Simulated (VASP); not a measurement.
Calculation: PBE GGA, VASP's PBE PAW potentials (set 64) (plane waves; VASP).

A VASP calculation is set up with these files.

**INCAR**
```
ALGO = Normal
EDIFF = 1E-7
EDIFFG = -0.01
ENCUT = 600
GGA = PE
IBRION = 2
ISIF = 3
ISMEAR = 0
LASPH = T
LCHARG = F
LREAL = F
LWAVE = F
NELM = 100
NSW = 40
PREC = Accurate
PSTRESS = 200
SIGMA = 0.05
SYSTEM = SiC
```

### POSCAR
```
SiC
1.0
  1.5049786267  -2.6066991949   0.0000000000
  1.5049786267   2.6066991949   0.0000000000
  0.0000000000   0.0000000000   4.9368778161
Si C
2 2
Cart
  1.5049786267  -0.8689014694   2.4666413711
  1.5049786267   0.8689014694   4.9350802791
  1.5049786267  -0.8689014694   4.3215656260
  1.5049786267   0.8689014694   1.8531267180
```

**KPOINTS**
```
Automatic mesh
0
gamma
  8 8 4
0 0 0
```

POTCAR, in this order: Si C (PBE.64 set). Program: vasp_std.

The run wrote:

OSZICAR:
```
       N       E                     dE             d eps       ncg     rms          rms(c)
DAV:   1     0.438960608670E+02    0.43896E+02   -0.83159E+03   720   0.136E+03
DAV:   2    -0.307638892940E+02   -0.74660E+02   -0.67521E+02  1064   0.208E+02
DAV:   3    -0.339969322351E+02   -0.32330E+01   -0.32120E+01   928   0.422E+01
DAV:   4    -0.340310852481E+02   -0.34153E-01   -0.34140E-01   892   0.508E+00
DAV:   5    -0.340316254315E+02   -0.54018E-03   -0.54003E-03   936   0.609E-01    0.135E+01
DAV:   6    -0.300796287897E+02    0.39520E+01   -0.11055E+01   864   0.217E+01    0.611E+00
DAV:   7    -0.299361283963E+02    0.14350E+00   -0.10719E+00   900   0.699E+00    0.260E+00
DAV:   8    -0.299194268123E+02    0.16702E-01   -0.52124E-02   816   0.171E+00    0.539E-01
DAV:   9    -0.299187905636E+02    0.63625E-03   -0.59528E-03   864   0.604E-01    0.129E-01
DAV:  10    -0.299190205516E+02   -0.22999E-03   -0.60036E-04   848   0.182E-01    0.518E-02
DAV:  11    -0.299190307830E+02   -0.10231E-04   -0.80384E-05   856   0.726E-02    0.123E-02
DAV:  12    -0.299190318969E+02   -0.11139E-05   -0.35073E-06   876   0.147E-02    0.245E-03
DAV:  13    -0.299190322129E+02   -0.31605E-06   -0.14048E-07   664   0.332E-03    0.194E-03
DAV:  14    -0.299190322331E+02   -0.20177E-07   -0.20444E-08   496   0.125E-03
   1 F= -.25083737E+02 E0= -.25083737E+02  d E =-.250837E+02
```

### OUTCAR
```
------------------------ aborting loop because EDIFF is reached ----------------------------------------
  FORCE on cell =-STRESS in cart. coord.  units (eV):
  Direction    XX          YY          ZZ          XY          YZ          ZX
  --------------------------------------------------------------------------------------
  Total        4.8534952      4.8534943      4.8371024      0.0000000      0.0000000      0.0000000
  in kB      200.7527793    200.7527407    200.0747289      0.0000000      0.0000000      0.0000000
  external PRESSURE =       0.5267496 kB  Pullay stress =     200.0000000 kB
  volume of cell :       38.74
      direct lattice vectors                 reciprocal lattice vectors
     1.504978627 -2.606699195  0.000000000     0.332230632 -0.191813463  0.000000000
     1.504978627  2.606699195  0.000000000     0.332230632  0.191813463  0.000000000
     0.000000000  0.000000000  4.936877816     0.000000000  0.000000000  0.202557170
  FREE ENERGIE OF THE ION-ELECTRON SYSTEM (eV)
  ---------------------------------------------------
  free  energy   TOTEN  =       -29.9190322331 eV

  energy  without entropy=      -29.9190322331  energy(sigma->0) =      -29.91903223
  enthalpy is  TOTEN    =       -25.0837365376 eV   P V=        4.8352956955

 reached required accuracy - stopping structural energy minimisation
```
(Selected blocks of OUTCAR.)

The compound is SiC in the wurtzite structure, the rare 2H polytype. It was relaxed first under an external pressure of 20 GPa.
